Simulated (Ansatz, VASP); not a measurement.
## Cross-check of Ga24Si17O70 (amorphous 41Ga2O3-59SiO2 (mol %)) between VASP and Ansatz

One calculation is typed for both programs; each brings its own data sets. How far apart do they land? Of the first pair: The structure shown is the start of the Ansatz relaxation below; VASP solves that cell, so the two are compared at the walk's first step.

Main program and level: Ansatz 0.2.0; plane waves, with VASP 6.6.1 beside it; single point at PBE.

## 1. Starting point

The cell holds 111 atoms: 24 Ga, 17 Si and 70 O. Its edges and angles: a = 11.161 Å, b = 11.386 Å, c = 11.375 Å, α = 88.3°, β = 87.0°, γ = 92.4°. As first built, before any earlier steps moved the atoms (in the runner's words): 111 atoms (24 Fe, 17 Si, 70 O) placed at random at 3.3 g/cm^3, melted at 5000 K for 10 ps at fixed volume with the Morse and Coulomb pair potential with partial charges (Pedone, Malavasi, Menziani, Cormack and Segre, J. Phys. Chem. B 110, 11780 (2006)). Quenched from 5000 K to 300 K at 50 K/ps and fixed volume, held 10 ps at zero pressure, then minimised at fixed cell. Then Fe was replaced by Ga and the cell scaled by 1.005 (the potential has no terms for the new elements, so the cell is a start for a DFT relaxation).

## 2. Ansatz: relaxation, PBE

Ansatz runs on its default PAW (the set named soft_2) files.

The two programs are compared at the cell with which this relaxation starts, whose forces are those of its first step.

The input, input.yaml:

```yaml
crystal:
  lattice:
    - [11.15413, -0.23911, 0.29338]
    - [-0.23911, 11.38223, 0.16731]
    - [0.29338, 0.16731, 11.36991]
  atoms:
    - { symbol: Ga, position: [0.71512, 0.90954, 0.27994] }
    - { symbol: Ga, position: [0.27266, 0.8324, 0.69102] }
    - { symbol: Ga, position: [0.53288, 0.21999, 0.00168] }
    - { symbol: Ga, position: [0.45428, 0.96183, 0.9655] }
    - { symbol: Ga, position: [0.35622, 0.83172, 0.30216] }
    - { symbol: Ga, position: [0.42899, 0.55455, 0.29345] }
    - { symbol: Ga, position: [0.25368, 0.77075, 0.98276] }
    - { symbol: Ga, position: [0.5095, 0.01126, 0.47069] }
    - { symbol: Ga, position: [0.58137, 0.50333, 0.67798] }
    - { symbol: Ga, position: [0.05301, 0.65963, 0.75624] }
    - { symbol: Ga, position: [0.53571, 0.7738, 0.53681] }
    - { symbol: Ga, position: [0.83663, 0.74567, 0.05165] }
    - { symbol: Ga, position: [0.85857, 0.24903, 0.97814] }
    - { symbol: Ga, position: [0.55686, 0.73185, 0.09845] }
    - { symbol: Ga, position: [0.97117, 0.0086, 0.0918] }
    - { symbol: Ga, position: [0.72226, 0.48694, 0.11074] }
    - { symbol: Ga, position: [0.50755, 0.75068, 0.80846] }
    - { symbol: Ga, position: [0.98442, 0.48998, 0.03097] }
    - { symbol: Ga, position: [0.91756, 0.92939, 0.83401] }
    - { symbol: Ga, position: [0.15123, 0.06147, 0.63391] }
    - { symbol: Ga, position: [0.67818, 0.95672, 0.72046] }
    - { symbol: Ga, position: [0.19913, 0.04478, 0.88194] }
    - { symbol: Ga, position: [0.45943, 0.08669, 0.74366] }
    - { symbol: Ga, position: [0.87305, 0.45661, 0.80428] }
    - { symbol: Si, position: [0.25752, 0.45371, 0.09314] }
    - { symbol: Si, position: [0.49521, 0.50225, 0.95445] }
    - { symbol: Si, position: [0.45745, 0.07961, 0.24585] }
    - { symbol: Si, position: [0.67097, 0.62601, 0.40083] }
    - { symbol: Si, position: [0.06113, 0.45546, 0.55588] }
    - { symbol: Si, position: [0.09498, 0.79408, 0.23376] }
[... 75 atom lines left out ...]
    - { symbol: O, position: [0.70381, 0.77597, 0.1622] }
    - { symbol: O, position: [0.90875, 0.2337, 0.13871] }
    - { symbol: O, position: [0.43486, 0.71343, 0.22279] }
    - { symbol: O, position: [0.82552, 0.29343, 0.78944] }
    - { symbol: O, position: [0.41887, 0.47264, 0.65717] }
    - { symbol: O, position: [0.59039, 0.96171, 0.05204] }
kpoints:
  mp_grid: { grid: [1, 1, 1] }
hamiltonian:
  xc: pbe
scf:
  occupations: { method: fixed }
output:
  forces: true
  eigenvalues: true
  stress: true
relax:
  f_tol: 0.05
  max_steps: 70
```

Started as:

```
$ ansatz run input.yaml --threads 4 --pin off --max-ram 8192MiB --backend cpu --events-out ev --progress --plain --runs-dir out
```

Numbers of over 12 decimals in the logs are rounded to 6 here.

Log:

```text
Warning: output.stress: scf.convergence.dr2_threshold = 1e-7 eV (the SCF's general default) is looser than the 1.08e-8 eV advised for a printed stress (1e-10 eV for each atom of the cell: 111, of which 108 are counted). What an SCF threshold leaves in a stress goes as its square root, and in the free energy as the threshold itself, and one threshold admits the most on a small cell: [figures from the program's tests c [...]
Engine: ansatz 0.2.0, x86_64-unknown-linux-gnu
Pseudopotentials: kind: paw
Pseudopotential: Ga, paw, valence charge 13, recommended cutoff 420 eV (normal), Ga.paw.azcp
Pseudopotential: Si, paw, valence charge 4, recommended cutoff 420 eV (normal), Si.paw.azcp
Pseudopotential: O, paw, valence charge 6, recommended cutoff 420 eV (normal), O.paw.azcp
Functional definition: PBE
  parameter kappa = 0.804
  parameter beta = 0.066725
  exchange = pbe_x(kappa = kappa, mu = beta*pi^2/3)
  correlation = pbe_c(beta = beta)
Crystal: 111 atoms, lattice volume = 1441.546 Å³
Basis set: ecut = 420 eV, 28133 PW (Γ), exchange–correlation on 150×160×160 points (8 copies of the dense FFT grid, shifted against one another)
Bands: 511, of which v1, the nominal top of the filled ones, is band 400 counted from 1 (399 counted from 0)
Symmetry: 1 space group operations
Space group: P1 (ITA 1), of the structure as read, at distance tolerance 1.1e-4 Å
k-points: 1
Non-local potential: Ga, projectors of the file, l = 0: 2, l = 1: 2, l = 2: 3, l = 3: 1
Non-local potential: Si, projectors of the file, l = 0: 2, l = 1: 2, l = 2: 2
Non-local potential: O, projectors of the file, l = 0: 2, l = 1: 2, l = 2: 1
PAW form: soft (Blöchl's): semilocal exchange-correlation on the pseudo side does not see the compensation charge
PAW one-centre angular grid: Ga, 590 points (default); XC on 64 Gauss nodes
PAW one-centre angular grid: Si, 110 points (default); XC on 64 Gauss nodes
PAW one-centre angular grid: O, 110 points (default); XC on 64 Gauss nodes
Initial density: superposition of atomic densities (neutral atoms: chi_scale 0, normalization atom), corrected by the library's trained network
Initial wavefunctions: pseudopotential atomic-orbital guess
Functional: x = pbe(κ = 0.804, μ = 0.219515), c = pbe(β = 0.066725)
SCF iter   1: F=—  HF=-141383.596769 eV  |F-HF|=—  |Δ(HF+E_count)|=         —  Δρ=2.35e-3  dr2=1.44e-1  ethr=1.77e-3  ⟨swp⟩=5.0  Hψ=1839  notcnv=0  defer=108
preconditioner: auto → Resta (q_TF=auto, 2.473 Å⁻¹)  ε∞=3.7  [insulator: Δε(μ)=2.161 eV  Ē_g=16.715 eV  n_scr=370 (ndim 8)  ℏωp=27.7 eV  f_vac=0.158  ε∞_Penn≈3.7]
SCF iter   2: F=—  HF=-141383.578923 eV  |F-HF|=—  |Δ(HF+E_count)|=   1.78e-2  Δρ=1.34e-3  dr2=3.66e-2  ethr=1.80e-5  ⟨swp⟩=2.0  Hψ=789  notcnv=0  defer=109
SCF iter   3: F=—  HF=-141383.577480 eV  |F-HF|=—  |Δ(HF+E_count)|=   1.44e-3  Δρ=7.05e-4  dr2=1.11e-2  ethr=4.57e-6  ⟨swp⟩=3.0  Hψ=617  notcnv=0  defer=109
SCF iter   4: F=—  HF=-141383.576007 eV  |F-HF|=—  |Δ(HF+E_count)|=   1.47e-3  Δρ=2.20e-4  dr2=9.61e-4  ethr=1.39e-6  ⟨swp⟩=3.0  Hψ=606  notcnv=0  defer=109
SCF iter   5: F=—  HF=-141383.575921 eV  |F-HF|=—  |Δ(HF+E_count)|=   8.62e-5  Δρ=1.67e-4  dr2=3.79e-4  ethr=1.20e-7  ⟨swp⟩=2.0  Hψ=802  notcnv=0  defer=109
SCF iter   6: F=-141383.575817 eV  HF=-141383.575836 eV  |F-HF|=1.91e-5  |Δ(HF+E_count)|=   8.48e-5  Δρ=4.76e-5  dr2=3.95e-5  ethr=7.81e-9  ⟨swp⟩=12.0  Hψ=2959  notcnv=0
SCF 1 converged in 6 iterations: F = -141383.575817 eV  dr2 = 3.95e-5
  greatest PAW one-centre occupation: 0.998 electrons in one spin orbital (limit 2), on the Ga atom at site 20 (counted from 0), in its partial waves of l = 2
relax step   1: F+E_penalty+E_count = -141383.57581721 eV  Δ(F+E_penalty+E_count) = +0.000e0 eV  max|allowed force component| = 4.796e-1 eV/Å  Δτ_max = 0.0000 Å  (6 SCF iters, dr2 threshold 6.25e-5 eV, accepted)
Initial density: handed on by an earlier stage of this run
Initial wavefunctions: those handed on with the density
iter 1 solved again at ethr=1.22e-5 eV; its pass at ethr=3.10e-3 eV (dr2=9.73e-2 eV) is discarded
[...]
- { symbol: Ga, position: [0.358577, 0.829651, 0.306304] }
    - { symbol: Ga, position: [0.425727, 0.552142, 0.293363] }
    - { symbol: Ga, position: [0.255898, 0.772332, 0.984330] }
    - { symbol: Ga, position: [0.510860, 0.00881541, 0.471789] }
    - { symbol: Ga, position: [0.571694, 0.502321, 0.676202] }
    - { symbol: Ga, position: [0.052897, 0.658753, 0.752891] }
    - { symbol: Ga, position: [0.538560, 0.775331, 0.539511] }
    - { symbol: Ga, position: [0.834205, 0.748299, 0.050033] }
    - { symbol: Ga, position: [0.861126, 0.250937, 0.982189] }
    - { symbol: Ga, position: [0.554071, 0.727663, 0.101085] }
    - { symbol: Ga, position: [0.971511, 0.00457222, 0.090974] }
    - { symbol: Ga, position: [0.727284, 0.491559, 0.098915] }
    - { symbol: Ga, position: [0.512357, 0.750380, 0.809981] }
    - { symbol: Ga, position: [0.988152, 0.491541, 0.025466] }
    - { symbol: Ga, position: [0.920709, 0.926236, 0.832009] }
    - { symbol: Ga, position: [0.167800, 0.057566, 0.648279] }
    - { symbol: Ga, position: [0.682536, 0.958200, 0.719729] }
    - { symbol: Ga, position: [0.202229, 0.041725, 0.890796] }
    - { symbol: Ga, position: [0.464356, 0.085071, 0.745467] }
    - { symbol: Ga, position: [0.873707, 0.456949, 0.800376] }
    - { symbol: Si, position: [0.258807, 0.451498, 0.090405] }
    - { symbol: Si, position: [0.496009, 0.500510, 0.954007] }
    - { symbol: Si, position: [0.458238, 0.076271, 0.248167] }
    - { symbol: Si, position: [0.666097, 0.626328, 0.401833] }
    - { symbol: Si, position: [0.056127, 0.454574, 0.552475] }
    - { symbol: Si, position: [0.095684, 0.793492, 0.234712] }
    - { symbol: Si, position: [0.891040, 0.965334, 0.507201] }
    - { symbol: Si, position: [0.355721, 0.200087, 0.493516] }
    - { symbol: Si, position: [0.773905, 0.697012, 0.791890] }
    - { symbol: Si, position: [0.735312, 0.028085, 0.00592681] }
    - { symbol: Si, position: [0.339984, 0.461004, 0.535842] }
    - { symbol: Si, position: [0.141613, 0.242854, 0.972871] }
    - { symbol: Si, position: [0.853256, 0.324946, 0.243288] }
    - { symbol: Si, position: [0.906469, 0.220401, 0.491544] }
    - { symbol: Si, position: [0.718578, 0.252725, 0.696682] }
    - { symbol: Si, position: [0.121826, 0.819181, 0.503642] }
    - { symbol: Si, position: [0.941449, 0.566278, 0.336397] }
    - { symbol: O, position: [0.030570, 0.545410, 0.443715] }
    - { symbol: O, position: [0.795677, 0.989139, 0.139733] }
    - { symbol: O, position: [0.291012, 0.933923, 0.972783] }
    - { symbol: O, position: [0.135265, 0.521433, 0.084289] }
    - { symbol: O, position: [0.420753, 0.860729, 0.451307] }
    - { symbol: O, position: [0.442169, 0.123877, 0.907210] }
    - { symbol: O, position: [0.517399, 0.930139, 0.804662] }
    - { symbol: O, position: [0.911596, 0.761859, 0.763323] }
    - { symbol: O, position: [0.390640, 0.123376, 0.374369] }
    - { symbol: O, position: [0.762644, 0.563096, 0.743959] }
    - { symbol: O, position: [0.419193, 0.751022, 0.674999] }
    - { symbol: O, position: [0.590346, 0.547876, 0.312801] }
    - { symbol: O, position: [0.608503, 0.616889, 0.544153] }
    - { symbol: O, position: [0.853908, 0.247834, 0.365132] }
    - { symbol: O, position: [0.695179, 0.170257, 0.994841] }
    - { symbol: O, position: [0.806603, 0.592039, 0.391375] }
    - { symbol: O, position: [0.632233, 0.357490, 0.667360] }
    - { symbol: O, position: [0.995422, 0.509771, 0.672295] }
    - { symbol: O, position: [0.755017, 0.951118, 0.874200] }
    - { symbol: O, position: [0.644722, 0.770023, 0.389810] }
    - { symbol: O, position: [0.984648, 0.566461, 0.878115] }
    - { symbol: O, position: [0.997436, 0.686983, 0.269099] }
    - { symbol: O, position: [0.668357, 0.772135, 0.728830] }
    - { symbol: O, position: [0.196851, 0.444271, 0.571062] }
[...]
- { symbol: O, position: [0.195874, 0.745786, 0.832124] }
    - { symbol: O, position: [0.541962, 0.369595, 0.947009] }
    - { symbol: O, position: [0.700767, 0.774739, 0.160868] }
    - { symbol: O, position: [0.907374, 0.244716, 0.141228] }
    - { symbol: O, position: [0.431673, 0.711028, 0.223463] }
    - { symbol: O, position: [0.823271, 0.296163, 0.787259] }
    - { symbol: O, position: [0.411162, 0.473695, 0.653935] }
    - { symbol: O, position: [0.595581, 0.964705, 0.048628] }
```

The column dr2 measures how far the density is from self-consistency, as an energy; F and HF (Harris–Foulkes) agree once it is small.

## 3. VASP: single point, PBE, start cell, pair 1

The same cell, functional and mesh now go to VASP, with its own data sets.

Lines of VASP's logs that name or quote its potential files are left out, and so is its time.

The input, INCAR:

```
SYSTEM = Ga24Si17O70
PREC = Accurate
ENCUT = 520
EDIFF = 1E-06
NELM = 120
ISMEAR = 0
SIGMA = 0.01
LREAL = Auto
ALGO = Normal
GGA = PE
NBANDS = 480
LORBIT = 11
LWAVE = .FALSE.
LCHARG = .FALSE.
ISIF = 2
LASPH = .TRUE.
GGA_COMPAT = .FALSE.
EFERMI = MIDGAP
NCORE = 4
```

The input, POSCAR:

```
Ga24Si17O70
1.0
   11.1541300000     -0.2391100000      0.2933800000
   -0.2391100000     11.3822300000      0.1673100000
    0.2933800000      0.1673100000     11.3699100000
Ga Si O
24 17 70
Direct
    0.7151207417      0.9095366468      0.2799426997
    0.2726616901      0.8324011681      0.6910201993
    0.5328796785      0.2199864544      0.0016761633
    0.4542825302      0.9618314179      0.9654956439
    0.3562200357      0.8317193825      0.3021604565
    0.4289896488      0.5545467943      0.2934466317
    0.2536791916      0.7707480194      0.9827625502
    0.5094974344      0.0112609083      0.4706932227
    0.5813672417      0.5033265489      0.6779760714
    0.0530079931      0.6596289259      0.7562404627
    0.5357060117      0.7738008415      0.5368089942
    0.8366267456      0.7456714304      0.0516531932
    0.8585680594      0.2490320298      0.9781385916
    0.5568617991      0.7318495007      0.0984512758
    0.9711670807      0.0085973447      0.0917984909
    0.7222564815      0.4869406425      0.1107426844
    0.5075527442      0.7506787140      0.8084583009
    0.9844223030      0.4899834081      0.0309686762
    0.9175565810      0.9293924705      0.8340092926
    0.1512283846      0.0614730182      0.6339142144
    0.6781786635      0.9567210568      0.7204601394
    0.1991336626      0.0447765814      0.8819407186
    0.4594311396      0.0866906929      0.7436565349
    0.8730505995      0.4566057230      0.8042781088
    0.2575152976      0.4537063946      0.0931441449
    0.4952136211      0.5022497268      0.9544475573
    0.4574456891      0.0796106679      0.2458484652
    0.6709702208      0.6260084924      0.4008310774
    0.0611272452      0.4554566604      0.5558763469
    0.0949774369      0.7940798038      0.2337642099
[... 75 atom lines left out ...]
    0.7038070915      0.7759683096      0.1621991570
    0.9087472600      0.2336961564      0.1387075205
    0.4348637612      0.7134283844      0.2227859294
    0.8255200369      0.2934319180      0.7894358739
    0.4188684662      0.4726406821      0.6571674584
    0.5903899385      0.9617062168      0.0520398431
```

The input, KPOINTS:

```
Automatic mesh
0
Gamma
1 1 1
0 0 0
```

Potentials, in the order of the species: Ga_d, Si and O (PBE family, release 64).

Started as:

```
$ mpirun -np 16 vasp_gam
```

Log:

```text
[banner, memory and clock lines left out]
running   16 mpi-ranks, on    1 nodes
[...]
LDA part: xc-table for (Slater+PW92), standard interpolation
 POSCAR, INCAR and KPOINTS ok, starting setup
[...]
entering main loop
       N       E                     dE             d eps       ncg     rms          rms(c)
DAV:   1     0.216005665375E+05    0.21601E+05   -0.30124E+05   984   0.277E+03
DAV:   2     0.520952691425E+04   -0.16391E+05   -0.15520E+05   960   0.862E+02
DAV:   3    -0.103885542161E+03   -0.53134E+04   -0.49610E+04  1328   0.360E+02
DAV:   4    -0.819467546199E+03   -0.71558E+03   -0.70534E+03  1336   0.142E+02
[...]
DAV:  19    -0.744832996954E+03    0.13698E-05   -0.22052E-05   992   0.237E-02    0.410E-03
DAV:  20    -0.744832997072E+03   -0.11819E-06   -0.15824E-05  1128   0.142E-02    0.236E-03
DAV:  21    -0.744832997356E+03   -0.28366E-06   -0.44170E-06   800   0.795E-03
   1 F= -.74483300E+03 E0= -.74483300E+03  d E =0.000000E+00
```

From OUTCAR (step 3):

```text
  Total      -38.0717284    -38.2932630    -38.3521029     -0.1428867      1.0260572     -0.5855653
  in kB      -42.3140719    -42.5602922    -42.6256885     -0.1588086      1.1403910     -0.6508151
  external PRESSURE =     -42.5000175 kB  Pullay stress =       0.0000000 kB

 POSITION                                       TOTAL-FORCE (eV/Angst)
 -----------------------------------------------------------------------------------
      7.84120     10.22840      3.54490         0.069331      0.054132      0.057282
      3.04500      9.52500      8.07610         0.058828     -0.046891      0.011777
[...]
7.24560      4.01910      7.74750         0.175357     -0.103337      0.167986
     11.18570      5.69340      8.05000         0.144645     -0.094079     -0.181968
      8.37800     10.72470     10.35110         0.101868      0.145762      0.061782
      7.18390      8.69050      4.75170         0.015790     -0.297802      0.064372
     11.04440      6.38930     10.42590        -0.029562     -0.105281     -0.084157
     11.04370      7.60470      3.44130         0.136400     -0.051708      0.104909
      7.45750      8.74460      8.60450         0.093415     -0.106387      0.236366
      2.32380      5.16530      6.68910        -0.055762      0.074684     -0.195982
      6.61830     10.53330      6.87020        -0.141968     -0.005908     -0.058749
      3.51970      0.10080      8.41030        -0.066418      0.004735      0.035213
      0.97530      0.11690      8.83640         0.047565      0.013569     -0.001680
[...]
-----------------------------------------------------------------------------------
    total drift:                                0.036425      0.010830      0.029418

  FREE ENERGIE OF THE ION-ELECTRON SYSTEM (eV)
  ---------------------------------------------------
  free  energy   TOTEN  =      -744.8329973561 eV

  energy  without entropy=     -744.8329973561  energy(sigma->0) =     -744.83299736

[... 3 further parts left out ...]
[key lines of the parts left out:]
E-fermi :   2.9148
```

The run ends at a pressure of -4.25 GPa, with forces up to 0.47 eV/Å.

## 4. Comparison

Known differences besides the potentials themselves: fixed occupations in Ansatz, narrow Gaussian smearing in VASP; the cutoff is 420 eV in Ansatz and 520 eV in VASP (PREC = Accurate, projectors in real space). Total energies have different zeros and are not compared.

Forces on 9 of the 111 atoms, those with the largest forces and the largest differences (eV/Å; atoms numbered as in POSCAR):

```tsv
atom	Ansatz x, y, z	VASP x, y, z
Ga20	0.189, -0.093, -0.042	0.161, -0.036, -0.073
Si40	-0.075, 0.198, 0.164	-0.069, 0.161, 0.104
O73	0.250, 0.136, 0.292	0.223, 0.121, 0.259
O78	0.058, -0.443, 0.017	0.057, -0.403, 0.012
O81	0.402, 0.081, -0.102	0.363, 0.073, -0.089
O86	-0.202, -0.172, 0.480	-0.179, -0.135, 0.408
O98	0.137, -0.367, -0.106	0.120, -0.331, -0.093
O107	-0.237, 0.325, 0.177	-0.201, 0.280, 0.155
O110	0.003, 0.032, -0.404	0.017, 0.034, -0.361
```

The forces differ by 20 meV/Å r.m.s., which is 16.0 % of the r.m.s. force of 0.127 eV/Å (both taken over all components).

## 5. Ansatz: relaxation, PBE

This run makes the geometry at which the two programs are then compared.

The structure compared here is the end of the Ansatz relaxation.

input.yaml is that of step 2.

Started as:

```
$ ansatz run input.yaml --threads 4 --pin off --max-ram 8192MiB --backend cpu --events-out ev --progress --plain --runs-dir out
```

Log:

```text
[...]
Crystal: 111 atoms, lattice volume = 1441.546 Å³
Basis set: ecut = 420 eV, 28133 PW (Γ), exchange–correlation on 150×160×160 points (8 copies of the dense FFT grid, shifted against one another)
Bands: 511, of which v1, the nominal top of the filled ones, is band 400 counted from 1 (399 counted from 0)
Symmetry: 1 space group operations
[...]
k-points: 1
[...]
- { symbol: O, position: [0.795677, 0.989139, 0.139733] }
    - { symbol: O, position: [0.291012, 0.933923, 0.972783] }
    - { symbol: O, position: [0.135265, 0.521433, 0.084289] }
    - { symbol: O, position: [0.420753, 0.860729, 0.451307] }
    - { symbol: O, position: [0.442169, 0.123877, 0.907210] }
    - { symbol: O, position: [0.517399, 0.930139, 0.804662] }
    - { symbol: O, position: [0.911596, 0.761859, 0.763323] }
[...]
- { symbol: O, position: [0.431673, 0.711028, 0.223463] }
    - { symbol: O, position: [0.823271, 0.296163, 0.787259] }
    - { symbol: O, position: [0.411162, 0.473695, 0.653935] }
    - { symbol: O, position: [0.595581, 0.964705, 0.048628] }
```

[end of part 1 of 2]

[Lines on the potential files, build, host, timing and source positions are cut from VASP's logs without a mark.]

[Logs are printed without paths, hosts, clocks, repeated set-up lines and the standing remarks that a program may print on its own settings, such as how far it seeks lower states.]

[Hosts, paths, dates, database ids (printed as entryN), source tags and the programs' standing remarks are cut or masked in the printed files.]
